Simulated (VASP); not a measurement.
# Y2Ge3 (P-6m2) in VASP: further runs

One crystal, Y2Ge3, is run at these levels: PBE, PW91, LAK; tasks: optical spectrum, equation of state, band structure.

Program: VASP 6.6.1. These are calculated values, not measurements. Logs are shortened: lines on timing, memory, paths and dates and some standing lists are left out, and cuts for length are marked.

**1. The crystal as given**

Symmetry: P-6m2, No. 187, hexagonal system. Conventional cell: a = 4.392 Å, b = 4.392 Å, c = 7.107 Å, α = 90.00°, β = 90.00°, γ = 120.00°. Y (site symmetry 3m) has 9 Ge at 3.02 to 3.18 Å and 1 Y at 3.27 Å as nearest neighbours. Ge (site symmetry -6m2) is surrounded by 3 Ge at 2.54 Å. Ge (site symmetry -6m2) has 6 Y at 3.02 Å as nearest neighbours. Ge (site symmetry -6m2) is surrounded by 3 Ge at 2.54 Å.

The cell comes from a database or a generator and needn't be the stable form of this composition.

**2. Optical spectrum, PBE, spin-orbit coupling, no magnetisation (volume scaled by 0.92)**

INCAR reads:

```
  ALGO = Normal
  CSHIFT = 0.1
  EDIFF = 1E-5
  ENCUT = 700
  GGA = PE
  GGA_COMPAT = F
  ISIF = 2
  ISMEAR = -5
  LASPH = T
  LCHARG = F
  LMAXMIX = 4
  LOPTICS = T
  LORBIT = 11
  LREAL = F
  LSORBIT = T
  LWAVE = F
  MAGMOM = 0 0 0 0 0 0 0 0 0 0 0 0 0 0 0
  NBANDS = 160
  NEDOS = 2000
  NELM = 80
  PREC = Accurate
  SIGMA = 0.05
```

KPOINTS reads:

```
k-points
0
Gamma
  5 5 3
```

POSCAR reads:

```
Y2Ge3
1.0
    4.2720248685      0.0000000000      0.0000000000
   -2.1360124343      3.6996820618      0.0000000000
    0.0000000000      0.0000000000      6.9124757016
Y Ge
2 3
Direct
    0.0000000000      0.0000000000      0.2700710000
    0.0000000000      0.0000000000      0.7299290000
    0.6666666667      0.3333333333      0.0000000000
    0.6666666667      0.3333333333      0.5000000000
    0.3333333333      0.6666666667      0.0000000000
```

Potentials or basis: VASP PAW PBE potentials, release 64 (Y_sv, Ge_d).

Launch:

```console
cat potpaw_PBE.64/Y_sv/POTCAR potpaw_PBE.64/Ge_d/POTCAR > POTCAR
mpirun -np 1 vasp_ncl > vasp.out
```

OUTCAR:

```text
EDIFF = 1E-5
   ENCUT = 700
   GGA = PE
   ISIF = 2
   ISMEAR = -5
   LASPH = T
   LORBIT = 11
   LREAL = F
   LSORBIT = T
   NELM = 80
   PREC = Accurate

 ion  position               nearest neighbor table
   1  0.000  0.000  0.270-   4 2.93   4 2.93   4 2.93   5 3.09   3 3.09   3 3.09   5 3.09   5 3.09
                             3 3.09   2 3.18   2 3.73
   2  0.000  0.000  0.730-   4 2.93   4 2.93   4 2.93   5 3.09   3 3.09   3 3.09   5 3.09   5 3.09
                             3 3.09   1 3.18   1 3.73
   3  0.667  0.333  0.000-   5 2.47   5 2.47   5 2.47   1 3.09   2 3.09   1 3.09   2 3.09   1 3.09
                             2 3.09
   4  0.667  0.333  0.500-   1 2.93   2 2.93   1 2.93   2 2.93   1 2.93   2 2.93
   5  0.333  0.667  0.000-   3 2.47   3 2.47   3 2.47   1 3.09   2 3.09   2 3.09   1 3.09   2 3.09
                             1 3.09

  LATTYP: Found a hexagonal cell.
 ALAT       =     4.2720248685
 C/A-ratio  =     1.6180794622

  Lattice vectors:

 A1 = (   4.2720248685,   0.0000000000,   0.0000000000)
 A2 = (  -2.1360124343,   3.6996820618,   0.0000000000)
 A3 = (   0.0000000000,   0.0000000000,   6.9124757016)

Analysis of symmetry for initial positions (statically):
=====================================================================
 Subroutine PRICEL returns:
 Original cell was already a primitive cell.

 Routine SETGRP: Setting up the symmetry group for a
 hexagonal supercell.

 Subroutine GETGRP returns: Found 12 space group operations
 (whereof 12 operations were pure point group operations)
 out of a pool of 24 trial point group operations.

The static configuration has the point symmetry D_3h.

Analysis of symmetry for dynamics (positions and initial velocities):
=====================================================================
 Subroutine PRICEL returns:
 Original cell was already a primitive cell.

 Routine SETGRP: Setting up the symmetry group for a
 hexagonal supercell.

 Subroutine GETGRP returns: Found 12 space group operations
 (whereof 12 operations were pure point group operations)
 out of a pool of 24 trial point group operations.

The dynamic configuration has the point symmetry D_3h.

Analysis of structural, dynamic, and magnetic symmetry:
=====================================================================
 Subroutine PRICEL returns:
 Original cell was already a primitive cell.

 Routine SETGRP: Setting up the symmetry group for a
 hexagonal supercell.

 Subroutine GETGRP returns: Found 12 space group operations
 (whereof 12 operations were pure point group operations)
 out of a pool of 24 trial point group operations.

The overall configuration has the point symmetry D_3h.

 Subroutine INISYM returns: Found 12 space group operations
 (whereof 12 operations are pure point group operations),
 and found     1 'primitive' translations

----------------------------------------------------------------------------------------

                                     Primitive cell

  volume of cell :     109.2526

  direct lattice vectors                    reciprocal lattice vectors
     4.272024868  0.000000000  0.000000000     0.234081034  0.135146748  0.000000000
    -2.136012434  3.699682062  0.000000000     0.000000000  0.270293496  0.000000000
     0.000000000  0.000000000  6.912475702     0.000000000  0.000000000  0.144665970

  length of vectors
     4.272024868  4.272024869  6.912475702     0.270293496  0.270293496  0.144665970

  position of ions in fractional coordinates (direct lattice)
     0.000000000  0.000000000  0.270071000
     0.000000000  0.000000000  0.729929000
     0.666666667  0.333333333  0.000000000
     0.666666667  0.333333333  0.500000000
     0.333333333  0.666666667  0.000000000

  ion indices of the primitive-cell ions
   primitive index   ion index
                 1           1
                 2           2
                 3           3
                 4           4
                 5           5

----------------------------------------------------------------------------------------

 KPOINTS: k-points

Automatic generation of k-mesh.
 Grid dimensions read from file:
 generate k-points for:    5    5    3

 Generating k-lattice:

  Cartesian coordinates                     Fractional coordinates (reciprocal lattice)
[... 50 lines left out ...]
   NELM   =     80;   NELMIN=  2; NELMDL= -5     # of ELM steps
   EDIFF  = 0.1E-04   stopping-criterion for ELM
   LREAL  =      F    real-space projection
   EDIFFG = 0.1E-03   stopping-criterion for IOM
   NSW    =      0    number of steps for IOM
   IBRION =     -1    ionic relax: 0-MD 1-quasi-New 2-CG
   NFREE  =      0    steps in history (QN), initial steepest desc. (CG)
   ISIF   =      2    stress and relaxation
   ISYM   =      2    0-nonsym 1-usesym 2-fastsym
   POTIM  = 0.5000    time-step for ionic-motion
   TEBEG  =    0.0;   TEEND  =   0.0 temperature during run
   PSTRESS=    0.0 pullay stress
   NELECT =      64.0000    total number of electrons
   NUPDOWN=      -1.0000    fix difference up-down
   EMIN   =  10.00;   EMAX   =-10.00  energy-range for DOS
   EFERMI =   0.00;   METHOD = LEGACY
   ISMEAR =    -5;   SIGMA  =   0.05  broadening in eV -4-tet -1-fermi 0-gaus
   EFERMI_NEDOS =   21; number of points for ismear=-14 and -15
   IALGO  =     38    algorithm
   IMIX   =      4    mixing-type and parameters
     AMIX     =   0.40;   BMIX     =  1.00
     AMIX_MAG =   1.60;   BMIX_MAG =  1.00
  volume/ion in A,a.u.               =      21.85       147.45
  Fermi-wavevector in a.u.,A,eV,Ry     =   1.369801  2.588549 25.529366  1.876355
  Thomas-Fermi vector in A             =   2.495644
   LORBIT       =     11    0 simple, 1 ext, 2 COOP (PROOUT), +10 PAW based schemes
   GGA     = PE    functional components
   LHFCALC =     F    Hartree Fock is set to
   AEXX    =    0.0000 exact exchange contribution
   IVDW    =     0    specifies the selected vdW correction
   LEPSILON=     F    determine dielectric tensor
   LRPA    =     F    only Hartree local field effects (RPA)
 Fermi weights with tetrahedron method with Bloechl corrections
  energy-cutoff  :      700.00
  volume of cell :      109.25
 maximum number of plane-waves:      9238
 NGX is ok and might be reduce to    40
   NGX = 19   NGY = 19   NGZ = 29

 number of electron      64.0000000 magnetization       0.0000000      0.0000000      0.0000000

 number of electron      64.0000010 magnetization      -0.0000000     -0.0000000     -0.0000000

 number of electron      64.0000010 magnetization      -0.0000000      0.0000000     -0.0000000

 number of electron      64.0000010 magnetization       0.0000000      0.0000000     -0.0000000

 Free energy of the ion-electron system (eV)
  ---------------------------------------------------
  ext. energy  EPLUGINS =         0.00000000
  ---------------------------------------------------
  free energy    TOTEN  =       -28.88012942 eV

  energy without entropy =      -28.88012942  energy(sigma->0) =      -28.88012942

 E-fermi :   5.4193     XC(G=0): -10.6824

 val. band max:        5.5551030457   @ k =   0.4000   0.2000   0.0000
 cond. band min:       5.2636186841   @ k =   0.0000   0.0000   0.3333
 fundamental gap:     -0.2914843616
 Fermi energy:         5.4193278609

 k-point     1 :       0.0000    0.0000    0.0000
  band No.  band energies     occupation
      1     -37.0584      1.00000
      2     -37.0584      1.00000
      3     -37.0057      1.00000
      4     -37.0057      1.00000
      5     -20.0143      1.00000
      6     -20.0143      1.00000
[... 1095 lines left out ...]
     75       8.9525      0.00000
     76       8.9906      0.00000
 [bands above 76 left out]

------------------------ aborting loop because EDIFF is reached ----------------------------------------

  FORCE on cell =-STRESS in cart. coord.  units (eV):
  Direction    XX          YY          ZZ          XY          YZ          ZX
  --------------------------------------------------------------------------------------
  -------------------------------------------------------------------------------------
  Total        3.4470383      3.4470383      4.9930533     -0.0000000      0.0000000      0.0000000
  in kB       50.5504343     50.5504343     73.2225733     -0.0000000      0.0000000      0.0000000
  external PRESSURE =      58.1078140 kB  Pullay stress =       0.0000000 kB

 VOLUME and BASIS-vectors are now :
 -----------------------------------------------------------------------------
  energy-cutoff  :      700.00
  volume of cell :      109.25
      direct lattice vectors                 reciprocal lattice vectors
     4.272024868  0.000000000  0.000000000     0.234081034  0.135146748  0.000000000
    -2.136012434  3.699682062  0.000000000     0.000000000  0.270293496  0.000000000
     0.000000000  0.000000000  6.912475702     0.000000000  0.000000000  0.144665970

 POSITION                                       TOTAL-FORCE (eV/Angst)
 -----------------------------------------------------------------------------------
      0.00000      0.00000      1.86686         0.000000     -0.000000     -0.040739
      0.00000      0.00000      5.04562         0.000000     -0.000000      0.040739
      2.13601      1.23323      0.00000        -0.000000     -0.000000      0.000000
      2.13601      1.23323      3.45624        -0.000000      0.000000      0.000000
     -0.00000      2.46645      0.00000         0.000000     -0.000000      0.000000
 -----------------------------------------------------------------------------------
    total drift:                               -0.000000      0.000000     -0.000000

  FREE ENERGIE OF THE ION-ELECTRON SYSTEM (eV)
  ---------------------------------------------------
  free  energy   TOTEN  =       -28.8801294180 eV

  energy  without entropy=      -28.8801294180  energy(sigma->0) =      -28.88012942

 Spin-Orbit-Coupling matrix elements

 Ion:    1  E_soc:     -0.0980518
 l=   1
     0.0000000    -0.0160647    -0.0160050
    -0.0160647     0.0000000    -0.0160647
    -0.0160050    -0.0160647     0.0000000
 l=   2
     0.0000000    -0.0000676     0.0000000    -0.0000676    -0.0001968
    -0.0000676     0.0000000    -0.0001726    -0.0000793    -0.0000676
     0.0000000    -0.0001726     0.0000000    -0.0001726     0.0000000
    -0.0000676    -0.0000793    -0.0001726     0.0000000    -0.0000676
    -0.0001968    -0.0000676     0.0000000    -0.0000676     0.0000000
 l=   3
     0.0000000     0.0000000     0.0000000     0.0000000     0.0000000     0.0000000     0.0000000
     0.0000000     0.0000000     0.0000000     0.0000000     0.0000000     0.0000000     0.0000000
     0.0000000     0.0000000     0.0000000     0.0000000    -0.0000000     0.0000000     0.0000000
     0.0000000     0.0000000     0.0000000     0.0000000     0.0000000     0.0000000     0.0000000
[... 69 lines left out ...]
 l=   2
     0.0000000    -0.0001863     0.0000000    -0.0001863    -0.0007262
    -0.0001863     0.0000000    -0.0005546    -0.0001881    -0.0001863
     0.0000000    -0.0005546     0.0000000    -0.0005546     0.0000000
    -0.0001863    -0.0001881    -0.0005546     0.0000000    -0.0001863
    -0.0007262    -0.0001863     0.0000000    -0.0001863     0.0000000
 l=   3
     0.0000000     0.0000000     0.0000000     0.0000000     0.0000000     0.0000000     0.0000000
     0.0000000     0.0000000     0.0000000     0.0000000     0.0000000     0.0000000     0.0000000
     0.0000000     0.0000000     0.0000000     0.0000000     0.0000000     0.0000000     0.0000000
     0.0000000     0.0000000     0.0000000     0.0000000     0.0000000     0.0000000     0.0000000
     0.0000000     0.0000000     0.0000000     0.0000000     0.0000000     0.0000000     0.0000000
     0.0000000     0.0000000     0.0000000     0.0000000     0.0000000     0.0000000     0.0000000
     0.0000000     0.0000000     0.0000000     0.0000000     0.0000000     0.0000000     0.0000000

 total charge

# of ion       s       p       d       f       tot
--------------------------------------------------
    1        2.197   6.324   1.091   0.032   9.644
    2        2.197   6.324   1.091   0.032   9.644
    3        1.156   1.227  10.055   0.000  12.438
    4        1.161   1.267   9.974   0.000  12.402
    5        1.157   1.269  10.046   0.000  12.472
--------------------------------------------------
tot          7.869  16.410  32.258   0.065  56.601

 magnetization (x)

# of ion       s       p       d       f       tot
--------------------------------------------------
    1        0.000  -0.000   0.000   0.000  -0.000
    2        0.000  -0.000   0.000  -0.000  -0.000
    3        0.000   0.000   0.000   0.000   0.000
    4        0.000   0.000   0.000   0.000   0.000
    5       -0.000  -0.000   0.000   0.000  -0.000
--------------------------------------------------
tot          0.000  -0.000   0.000  -0.000  -0.000

 magnetization (y)

# of ion       s       p       d       f       tot
--------------------------------------------------
    1        0.000   0.000   0.000   0.000   0.000
    2        0.000   0.000  -0.000  -0.000  -0.000
    3        0.000   0.000  -0.000   0.000   0.000
    4       -0.000   0.000  -0.000   0.000   0.000
    5        0.000   0.000   0.000   0.000   0.000
--------------------------------------------------
tot          0.000   0.000  -0.000   0.000   0.000

 magnetization (z)

# of ion       s       p       d       f       tot
--------------------------------------------------
    1        0.000   0.000   0.000   0.000   0.000
    2        0.000  -0.000   0.000   0.000   0.000
    3       -0.000   0.000   0.000   0.000  -0.000
    4        0.000  -0.000  -0.000   0.000  -0.000
    5        0.000   0.000   0.000   0.000   0.000
--------------------------------------------------
tot         -0.000   0.000   0.000   0.000   0.000
```

Wall time 16 min (1 thread of AMD EPYC 7R13 (Zen 3), shared host); peak memory 0.93 GiB.

Results:

```yaml
Free_energy: -28.8801 eV
Pressure: 5.8 GPa
Largest_force: 0.041 eV/Å
Valence_electrons_inside_the_program's_atomic_spheres: Y 9.64; Ge 12.44, 12.40, 12.47
```

Forces in eV/Å, atoms in the order of the input:
```
Y    0.000  0.000 -0.041
Y    0.000  0.000  0.041
Ge   0.000  0.000  0.000
Ge   0.000  0.000  0.000
Ge   0.000  0.000  0.000
```

Stress tensor (GPa, compression positive):
```
5.06 0.00 0.00
0.00 5.06 0.00
0.00 0.00 7.32
```

**3. Equation of state, PW91**

run.py reads:

```python
from ase.calculators.vasp import Vasp
from ase.eos import EquationOfState
from ase.io import Trajectory
from ase.io import read
from ase.units import GPa

atoms = read('Y2Ge3.cif', primitive_cell=True, subtrans_included=False)
calc = Vasp(
    directory='calc',
    pp='PBE',
    setups='recommended',
    prec='Accurate',
    encut=520,
    ediff=1e-07,
    ismear=0,
    sigma=0.05,
    lreal=False,
    lasph=True,
    nelm=60,
    algo='Fast',
    isif=2,
    lwave=False,
    lcharg=False,
    gga='91',
    kpts=[7, 7, 4],
    gamma=True,
)
atoms.calc = calc
cell = atoms.cell.copy()
volumes, energies = [], []
traj = Trajectory('eos.traj', 'w')
for x in [0.94, 0.96, 0.98, 1.0, 1.02, 1.04, 1.06]:
    atoms.set_cell(cell * x ** (1 / 3), scale_atoms=True)
    volumes.append(atoms.get_volume())
    energies.append(atoms.get_potential_energy())
    traj.write(atoms)
    print(f'{x:5.2f} {volumes[-1]:12.5f} {energies[-1]:14.6f}')

v0, e0, B = EquationOfState(volumes, energies, eos='sj').fit()
print(f'V0 = {v0:.4f} A^3, E0 = {e0:.6f} eV, B = {B / GPa:.2f} GPa')
```

Y2Ge3.cif reads:

```cif
data_Y2Ge3
_cell_length_a 4.39242643
_cell_length_b 4.39242643
_cell_length_c 7.10729500
_cell_angle_alpha 90.00000000
_cell_angle_beta 90.00000000
_cell_angle_gamma 120.00000000
_space_group_name_H-M_alt 'P-6m2'
_space_group_name_Hall 'P -6 2'
_space_group_IT_number 187
loop_
_space_group_symop_operation_xyz
'x,y,z'
'-x+y,-x,-z'
'-y,x-y,z'
'x,y,-z'
'-x+y,-x,z'
'-y,x-y,-z'
'-y,-x,-z'
'x,x-y,z'
'-x+y,y,-z'
'-y,-x,z'
'x,x-y,-z'
'-x+y,y,z'
loop_
_atom_site_label
_atom_site_type_symbol
_atom_site_symmetry_multiplicity
_atom_site_Wyckoff_symbol
_atom_site_fract_x
_atom_site_fract_y
_atom_site_fract_z
_atom_site_occupancy
Y1 Y 2 g 0.0000000000 0.0000000000 0.2700710000 1
Ge1 Ge 1 e 0.6666666667 0.3333333333 0.0000000000 1
Ge2 Ge 1 f 0.6666666667 0.3333333333 0.5000000000 1
Ge3 Ge 1 c 0.3333333333 0.6666666667 0.0000000000 1
```

Potentials or basis: VASP PAW PBE potentials, release 64 (Y_sv, Ge_d).

Launch:

```console
python run.py
```

Run time: 28 min. Hardware: 1 thread of Intel Xeon 6975P-C (Granite Rapids), shared host; peak memory 0.33 GiB.

The run converged. Its results:

| Item | Value |
| --- | --- |
| Equilibrium volume | 23.87 Å³/atom |
| Bulk modulus at fixed shape and positions | 62 GPa |
| Pressure derivative of the bulk modulus | 4.7 |

Energy against volume, from the lowest point:
```csv
volume (Å³/atom),energy (meV/atom)
22.326,21.81
22.801,9.98
23.276,2.87
23.751,0.00
24.226,0.89
24.701,5.14
25.176,12.39
```

Caveat: the cell was scaled at fixed shape and fractional positions, which overstates the stiffness of a crystal with free parameters, most of all of layers and chains; the PAW data sets were made with another functional, which shifts forces and pressure a little.

[end of part 1 of 2]
